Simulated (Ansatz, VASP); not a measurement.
## SiNi3: VASP beside Ansatz

Aim: how closely do two programs agree when they are given the same cell, functional and k mesh?

Calculated with Ansatz 0.2.0; plane waves, with VASP 6.6.1 beside it; relaxation of cell and atoms at r2SCAN.

## Step 1: Set-up

Symmetry: Pm-3m, No. 221, cubic system. Conventional cell: a = 3.466 Å, b = 3.466 Å, c = 3.466 Å, α = 90.00°, β = 90.00°, γ = 90.00°. Nearest to Si lie 12 Ni at 2.45 Å. Nearest to Ni lie 4 Si at 2.45 Å and 8 Ni at 2.45 Å. Farther neighbours are not listed.

Structure file:

```cif
data_structure
_symmetry_space_group_name_H-M 'P 1'
_symmetry_Int_Tables_number 1
_cell_length_a 3.4664
_cell_length_b 3.4664
_cell_length_c 3.4664
_cell_angle_alpha 90.000
_cell_angle_beta 90.000
_cell_angle_gamma 90.000
_cell_volume 41.65
loop_
_atom_site_label
_atom_site_type_symbol
_atom_site_fract_x
_atom_site_fract_y
_atom_site_fract_z
_atom_site_occupancy
Si1 Si 0.00000 0.00000 0.00000 1
Ni2 Ni 0.00000 0.50000 0.50000 1
Ni3 Ni 0.50000 0.00000 0.50000 1
Ni4 Ni 0.50000 0.50000 0.00000 1
```

## Step 2: Ansatz: relaxation of cell and atoms, r2SCAN

Ansatz runs on its default PAW (the set named soft_2) files.

The relaxed volume is the usual yardstick between codes: its relative difference is about their pressure difference at one cell divided by the bulk modulus.

The input, input.yaml:

```yaml
crystal:
  lattice:
    - [3.4663660498, 0.0, 0.0]
    - [0.0, 3.4663660498, 0.0]
    - [0.0, 0.0, 3.4663660498]
  atoms:
    - { symbol: Si, position: [0.0, 0.0, 0.0] }
    - { symbol: Ni, position: [0.0, 0.5, 0.5], spin: 1.0 }
    - { symbol: Ni, position: [0.5, 0.0, 0.5], spin: 1.0 }
    - { symbol: Ni, position: [0.5, 0.5, 0.0], spin: 1.0 }
hamiltonian:
  xc: r2scan
  pseudopotentials: { kind: paw }
magnetization:
  spin_polarized: true
kpoints:
  mp_grid: { grid: [9, 9, 9] }
scf:
  occupations: { method: methfessel_paxton, width: 0.1 }
relax:
  f_tol: 0.01
  max_steps: 60
  cell: { stress_tol: 0.05 }
output:
  forces: true
  stress: true
```

The run is started by

```bash
$ ansatz run input.yaml --threads 4 --pin off --max-ram 9216MiB --backend cpu --events-out ev --progress --plain --runs-dir out
```

Numbers of over 12 decimals in the logs are rounded to 6 here.

Log:

```text
Engine: ansatz 0.2.0, aarch64-unknown-linux-gnu
Pseudopotentials: kind: paw
Pseudopotential: Si, paw, valence charge 4, recommended cutoff 500 eV (meta_gga), Si.paw.azcp
Pseudopotential: Ni, paw, valence charge 18, recommended cutoff 500 eV (meta_gga), Ni.paw.azcp
Functional definition: r2SCAN
  parameter k0 = 0.174
  parameter k1 = 0.065
  parameter a1 = 4.9479
  exchange = r2scan_x(k0 = k0, k1 = k1, a1 = a1)
  correlation = r2scan_c
Crystal: 4 atoms, lattice volume = 41.651 Å³
Basis set: ecut = 500 eV, 1021 PW (Γ), exchange–correlation on 108×108×108 points (64 copies of the dense FFT grid, shifted against one another)
Bands: 37, of which v1, the nominal top of the filled ones, is band 29 counted from 1 (28 counted from 0)
Symmetry: 48 space group operations
Space group: Pm-3m (ITA 221), of the structure as read, at distance tolerance 3.5e-5 Å
Magnetic group: BNS 221.92 (UNI 1594), of the structure as read, at distance tolerance 3.5e-5 Å
k-points: 35 of 729
Non-local potential: Si, projectors of the file, l = 0: 2, l = 1: 2, l = 2: 2
Non-local potential: Ni, projectors of the file, l = 0: 3, l = 1: 2, l = 2: 3, l = 3: 1
PAW form: soft (Blöchl's): semilocal exchange-correlation on the pseudo side does not see the compensation charge
PAW frozen core: Si, regenerated for the run's functional (the file was generated under x = pbe(κ = 0.804, μ = 0.219515), c = pbe(β = 0.066725))
PAW frozen core: Ni, regenerated for the run's functional (the file was generated under x = pbe(κ = 0.804, μ = 0.219515), c = pbe(β = 0.066725))
PAW one-centre angular grid: Si, 302 points (default); XC on 160 Gauss nodes
PAW one-centre angular grid: Ni, 590 points (default); XC on 160 Gauss nodes
Initial density: superposition of atomic densities (chi_scale 0.1, normalization cell)
Starting moments: Σ|m| = 3 μB on 3 of 4 sites
Initial wavefunctions: pseudopotential atomic-orbital guess
Functional: x = r2scan, c = r2scan; τ floored in thin density (d = 2e-4 eV/Å³)
iter 1 solved again at ethr=2.02e-3 eV; its pass at ethr=3.10e-3 eV (dr2=1.17e0 eV) is discarded
SCF iter   1: F=—  HF=-18172.637327 eV  |F-HF|=—  |Δ(HF+E_count)|=         —  Δρ=3.99e-2 (↑3.99e-2 ↓3.63e-2)  dr2=9.74e-1  dr2_τ=2.49e-2  dr2_m=1.62e-1  M=2.054 μB ∫|m|=2.518 μB  β_m=0.95  ethr=2.02e-3  ⟨swp⟩=3.7  Hψ=14583  notcnv=0
Mixer restart at iter 1: flushing history
preconditioner: auto → Kerker (q_TF=auto, 2.883 Å⁻¹)  [metal: Δε(μ)=0.034 eV  Ē_g=9.277 eV  σ=0.100 eV  W_gap=0.19  n_scr=18 (ndim 8)  ℏωp=33.5 eV  f_vac=0.000  D(μ)=2.12/eV (n_scr^D=18)]
spin=Collinear: Kerker preconditioning applied to the charge; magnetization (m = ρ↑ − ρ↓) channel mixes plain (no charge-response kernel on spin).
SCF iter   2: F=—  HF=-18172.508425 eV  |F-HF|=—  |Δ(HF+E_count)|=   1.29e-1  Δρ=2.14e-2 (↑1.58e-2 ↓2.14e-2)  dr2=3.34e-1  dr2_τ=2.65e-3  dr2_m=7.51e-3  M=1.913 μB ∫|m|=2.508 μB  β_m=1.00  ethr=1.68e-3  ⟨swp⟩=4.5  Hψ=5453  notcnv=0  defer=22  κ⁻¹=1.0e0(r=1)
SCF iter   3: F=—  HF=-18173.783867 eV  |F-HF|=—  |Δ(HF+E_count)|=    1.28e0  Δρ=2.32e-2 (↑1.45e-2 ↓2.32e-2)  dr2=4.34e-1  dr2_τ=1.28e-3  dr2_m=1.42e-2  M=1.773 μB ∫|m|=2.403 μB  β_m=1.00  ethr=5.76e-4  ⟨swp⟩=2.1  Hψ=3580  notcnv=0  defer=146  κ⁻¹=1.6e-2(r=2)
SCF iter   4: F=—  HF=-18173.991283 eV  |F-HF|=—  |Δ(HF+E_count)|=   2.07e-1  Δρ=2.24e-2 (↑1.40e-2 ↓2.24e-2)  dr2=4.20e-1  dr2_τ=1.16e-3  dr2_m=1.31e-2  M=1.747 μB ∫|m|=2.379 μB  β_m=1.00  ethr=5.76e-4  ⟨swp⟩=1.9  Hψ=2849  notcnv=0  defer=146  κ⁻¹=1.9e-4(r=3)
SCF iter   5: F=—  HF=-18176.413579 eV  |F-HF|=—  |Δ(HF+E_count)|=    2.42e0  Δρ=9.73e-3 (↑5.81e-3 ↓9.73e-3)  dr2=1.56e-1  dr2_τ=1.22e-4  dr2_m=5.37e-3  M=1.188 μB ∫|m|=1.758 μB  β_m=1.00  ethr=5.76e-4  ⟨swp⟩=3.2  Hψ=5356  notcnv=0  defer=146  κ⁻¹=2.0e-5(r=4)
SCF iter   6: F=—  HF=-18176.619149 eV  |F-HF|=—  |Δ(HF+E_count)|=         —  Δρ=2.72e-2 (↑2.61e-2 ↓2.72e-2)  dr2=2.79e-2  dr2_τ=1.22e-3  dr2_m=2.64e-1  M=0.478 μB ∫|m|=0.894 μB  β_m=0.57  ethr=2.69e-4  ⟨swp⟩=2.4  Hψ=4999  notcnv=0  defer=155
Mixer restart at iter 6: flushing history
SCF iter   7: F=—  HF=-18176.596220 eV  |F-HF|=—  |Δ(HF+E_count)|=   2.29e-2  Δρ=1.80e-2 (↑1.80e-2 ↓1.54e-2)  dr2=1.71e-2  dr2_τ=4.57e-4  dr2_m=1.01e-1  M=0.408 μB ∫|m|=0.783 μB  β_m=1.00  ethr=4.82e-5  ⟨swp⟩=1.6  Hψ=3815  notcnv=0  defer=155  κ⁻¹=1.0e0(r=1)
SCF iter   8: F=—  HF=-18176.594361 eV  |F-HF|=—  |Δ(HF+E_count)|=   1.86e-3  Δρ=5.36e-3 (↑5.36e-3 ↓4.35e-3)  dr2=6.92e-3  dr2_τ=6.22e-5  dr2_m=7.06e-3  M=0.249 μB ∫|m|=0.520 μB  β_m=1.00  ethr=2.95e-5  ⟨swp⟩=2.0  Hψ=4374  notcnv=0  defer=155  κ⁻¹=3.6e-2(r=2)
SCF iter   9: F=—  HF=-18176.644519 eV  |F-HF|=—  |Δ(HF+E_count)|=   5.02e-2  Δρ=1.38e-3 (↑1.38e-3 ↓1.23e-3)  dr2=2.74e-3  dr2_τ=1.10e-5  dr2_m=4.40e-5  M=0.191 μB ∫|m|=0.376 μB  β_m=1.00  ethr=1.19e-5  ⟨swp⟩=2.0  Hψ=5053  notcnv=0  defer=153  κ⁻¹=3.1e-3(r=3)
SCF iter  10: F=—  HF=-18176.689049 eV  |F-HF|=—  |Δ(HF+E_count)|=   4.45e-2  Δρ=1.70e-3 (↑1.14e-3 ↓1.70e-3)  dr2=4.50e-4  dr2_τ=3.72e-6  dr2_m=7.32e-4  M=0.150 μB ∫|m|=0.244 μB  β_m=1.00  ethr=4.72e-6  ⟨swp⟩=2.0  Hψ=4908  notcnv=0  defer=159  κ⁻¹=1.5e-3(r=4)
[...]
iter 26 did not close the SCF: its close was put off for a magnetic moment that had not settled (scf_convergence_deferred on its scf_iter line)
SCF iter  26: F=-18176.684183 eV  HF=-18176.684183 eV  |F-HF|=4.54e-9  |Δ(HF+E_count)|=   1.38e-8  S|Δr|=    0.00e0  Δρ=5.75e-6 (↑5.75e-6 ↓5.58e-6)  dr2=5.78e-11  dr2_τ=7.11e-11  dr2_m=1.22e-8  M=0.163 μB ∫|m|=0.251 μB  β_m=1.20  ethr=1.00e-12  ⟨swp⟩=1.8  Hψ=9658  notcnv=0  κ⁻¹=1.1e-6(r=8)
iter 27 did not close the SCF: its close was put off for a magnetic moment that had not settled (scf_convergence_deferred on its scf_iter line)
SCF iter  27: F=-18176.684183 eV  HF=-18176.684183 eV  |F-HF|=2.63e-9  |Δ(HF+E_count)|=  8.84e-10  S|Δr|=    0.00e0  Δρ=6.28e-6 (↑6.28e-6 ↓6.27e-6)  dr2=1.43e-11  dr2_τ=7.60e-11  dr2_m=1.50e-8  M=0.163 μB ∫|m|=0.251 μB  β_m=1.20  ethr=1.00e-12  ⟨swp⟩=1.7  Hψ=9833  notcnv=0  κ⁻¹=1.7e-6(r=8)
iter 28 did not close the SCF: its close was put off for a magnetic moment that had not settled (scf_convergence_deferred on its scf_iter line)
SCF iter  28: F=-18176.684183 eV  HF=-18176.684183 eV  |F-HF|=1.93e-10  |Δ(HF+E_count)|=   7.24e-9  S|Δr|=    0.00e0  Δρ=1.07e-6 (↑1.04e-6 ↓1.07e-6)  dr2=2.01e-12  dr2_τ=2.54e-12  dr2_m=4.24e-10  M=0.163 μB ∫|m|=0.251 μB  β_m=1.20  ethr=1.00e-12  ⟨swp⟩=1.8  Hψ=9441  notcnv=0  κ⁻¹=1.0e-6(r=8)
SCF iter  29: F=-18176.684183 eV  HF=-18176.684183 eV  |F-HF|=1.46e-11  |Δ(HF+E_count)|=  1.96e-10  S|Δr|=    0.00e0  Δρ=1.03e-7 (↑1.03e-7 ↓8.65e-8)  dr2=8.47e-13  dr2_τ=3.21e-14  dr2_m=2.48e-12  M=0.163 μB ∫|m|=0.251 μB  ethr=1.00e-12  ⟨swp⟩=1.6  Hψ=6877  notcnv=0
SCF 1 converged in 29 iterations: F = -18176.684183 eV  dr2 = 8.47e-13
  greatest PAW one-centre occupation: 1.001 electrons in one spin orbital (limit 2), on the Ni atom at site 2 (counted from 0), in its partial waves of l = 1
relax step   1: F+E_penalty+E_count = -18176.68418328 eV  Δ(F+E_penalty+E_count) = +0.000e0 eV  max|allowed force component| = 7.179e-29 eV/Å  Δτ_max = 0.0000 Å  P = -0.364 GPa  Ω = 41.651 Å³  (29 SCF iters, dr2 threshold 1.00e-7 eV, accepted)
[...]
relax step   2: F+E_penalty+E_count = -18176.68426602 eV  Δ(F+E_penalty+E_count) = -8.274e-5 eV  max|allowed force component| = 1.670e-29 eV/Å  Δτ_max = 0.0000 Å  P = -0.177 GPa  Ω = 41.618 Å³  energy of the carried Pulay correction = +2.810e-5 eV  (3 SCF iters, dr2 threshold 3.31e-7 eV, accepted)
[...]
relax step   3: F+E_penalty+E_count = -18176.68430962 eV  Δ(F+E_penalty+E_count) = -4.360e-5 eV  max|allowed force component| = 1.091e-28 eV/Å  Δτ_max = 0.0000 Å  P = +0.001 GPa  Ω = 41.588 Å³  energy of the carried Pulay correction = +5.471e-5 eV  (5 SCF iters, dr2 threshold 7.83e-8 eV, accepted)
[...]
relax step   4: F+E_penalty+E_count = -18176.68424163 eV  Δ(F+E_penalty+E_count) = +6.799e-5 eV  max|allowed force component| = 1.118e-28 eV/Å  Δτ_max = 0.0000 Å  P = -0.001 GPa  Ω = 41.588 Å³  stress off target by 1.36e-3 GPa  SCF on the basis re-selected at this cell (its energy is not comparable with the rows above)  (10 SCF iters)
basis re-selected at this cell: Δ(F+E_penalty+E_count) = +6.799e-5 eV, ΔP = -0.003 GPa vs the last step (what re-selecting the basis moved, of the pressure what is left beyond the Pulay correction that the steps carried, after the strain that the cell walked since its last selection, with what the two solves' SCF thresholds leave and, on support functions, any second-order correction that the steps lacked; it is no m [...]
SCF converged after 10 iterations
Stability not checked: this state was not tested for a lower state beside it, because cold or Methfessel-Paxton smearing, or corrected tetrahedra, fill the levels in a way that the test cannot read (fill_not_monotonic; see scf.lower_state_search)
Magnetization: 0.1627 μB (29.0814 up, 28.9186 down)
Absolute magnetization: 0.2497 μB (∫|ρ↑−ρ↓|, with the PAW one-centre terms)
Spin contamination: 0.0018 ħ² per cell (⟨S²⟩ above its minimum at these occupations)
Per-site moments (μB) at R_I (Å): [(-0.00744967, 1.010565), (0.065990, 1.010565), (0.065990, 1.010565), (0.065990, 1.010565)]
Free energy (F): -18176.684242 eV
Harris-Foulkes:  -18176.684242 eV  (|F-HF|=1.82e-11)
Internal energy: -18176.683657 eV  (E = F + TS)
E sigma→0 (E₀):  -18176.684095 eV
Entropy (-TS):   -0.000585 eV (-0.146 meV/atom)
Fermi energy:    18.122499 eV
--- Per-component energies (eV) ---
  E_band       = -881.407756
  E_kinetic    = 897.933413
  E_local      = -11485.240797  (includes V_loc(G=0)·N_el)
  E_nonlocal   = 1945.699542
  E_hartree    = 4914.351688
  E_xc         = -292.233427
  E_vxc        = -408.015575  (∫ρ·V_xc dr)
  E_paw        = -5454.541966  (= ΣΔE_a)
  E_vpaw       = -1689.302634  (= ΣTr[D̂ρ^β])
  E_aug_tail   = 0.000713  (compensation charges beyond the density's cutoff)
  E_vtau       = 28.814369  (kinetic-family band-sum trace: ∫τ·v_τ [+ j·A + Jᵃ·Aᵃ] dr)
  E_ewald      = -8701.676184
  E_core_change = -0.976639  (= ΣΔE_core)
  E_smearing   = -0.000585  (= −TS)
  E_closure    = -0.000000  (closes the sum)
  Σ components = -18176.684242   (vs F -18176.684242, Δ=0.00e0)
--- Forces (eV/Å), atoms counted from 1 ---
  atom   1  Si     0.00000000     0.00000000     0.00000000
  atom   2  Ni     0.00000000    -0.00000000     0.00000000
  atom   3  Ni     0.00000000     0.00000000     0.00000000
  atom   4  Ni     0.00000000    -0.00000000    -0.00000000
  max |Σ_I F_I| component: 1.74e-28 eV/Å
--- Stress (GPa, compression-positive) ---
       -0.001356       0.000000       0.000000
       -0.000000      -0.001356      -0.000000
        0.000000      -0.000000      -0.001356
  P = ⅓ Tr σ = -0.0014 GPa (-0.014 kbar)
--- Relaxed structure (3 steps of the walk, 3 accepted, 1 SCFs on fresh bases) ---
  F+E_penalty+E_count = -18176.68424163 eV   max|allowed force component| = 1.118e-28 eV/Å   (the final SCF, on the basis selected at the relaxed cell)
  cell:  # Å, volume = 41.5878 Å³
    - [3.464616, 0, 0]
    - [0, 3.464616, 0.0]
    - [0, 0.0, 3.464616]
  atoms:
    - { symbol: Si, position: [0, 0, 0] }
    - { symbol: Ni, position: [0, 0.500000, 0.500000] }
    - { symbol: Ni, position: [0.500000, 0, 0.500000] }
    - { symbol: Ni, position: [0.500000, 0.500000, 0] }
```

It took 1.7 min on 4 threads of Arm Neoverse N1, shared host; peak memory 0.52 GiB; 2.8 min of CPU time.

[end of part 1 of 2]

[Lines on the potential files, build, host, timing and source positions are cut from VASP's logs without a mark.]

[Logs are printed without paths, hosts, clocks, repeated set-up lines and the standing remarks that a program may print on its own settings, such as how far it seeks lower states.]

[Hosts, paths, dates, database ids (printed as entryN), source tags and the programs' standing remarks are cut or masked in the printed files.]
